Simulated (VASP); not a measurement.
```xyz
4
Lattice="3.3358 0.0000 0.0000 -1.6679 2.8889 0.0000 0.0000 0.0000 5.5231" Properties=species:S:1:pos:R:3 pbc="T T T"
B      0.0000     1.9260     2.0687
B      1.6679     0.9630     4.8303
As     0.0000     1.9260     0.0025
As     1.6679     0.9630     2.7640
```

Calculation: LDA (Ceperley-Alder, Perdew-Zunger), VASP's LDA PAW potentials (set 64) (plane waves; VASP). Settings: 520 eV cut-off, 9×9×5 Γ-centred mesh, tetrahedra with Blöchl corrections, potentials B As.

**Question.** What does the run give for the energy per atom (σ→0)?

**Answer.** 
```
Item                            Value
---------------------  --------------
energy per atom (σ→0)  -6.456 eV/atom
```

Only differences to runs with the same potentials and settings are physical.

The structure comes from a computed database's BAs entry (P6_3mc); how it stands against other phases isn't given here. It was relaxed first.
